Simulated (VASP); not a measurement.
Here is the system:

```
CELL_PARAMETERS angstrom
      4.20549     0.00000     0.00000
     -2.10274     3.64206     0.00000
      0.00000     0.00000     6.10988
ATOMIC_POSITIONS crystal
  Sn 0.00000 0.00000 0.50000
  Br 0.66667 0.33333 0.22540
  Br 0.33333 0.66667 0.77460
```

Calculation: LDA (Ceperley-Alder, Perdew-Zunger), VASP's LDA PAW potentials (set 64) (plane waves; VASP). Run with 400 eV cut-off, 7×7×4 Γ-centred mesh, tetrahedra with Blöchl corrections, potentials Sn_d Br.

**Question.** Estimate the energy per atom (σ→0).

**Answer.** 
The energy per atom (σ→0) is -349.1 kJ/mol of atoms.

The structure comes from a computed database's SnBr2 entry (P-3m1); how it stands against other phases isn't given here. It was relaxed first, which changed the volume by -12 %.
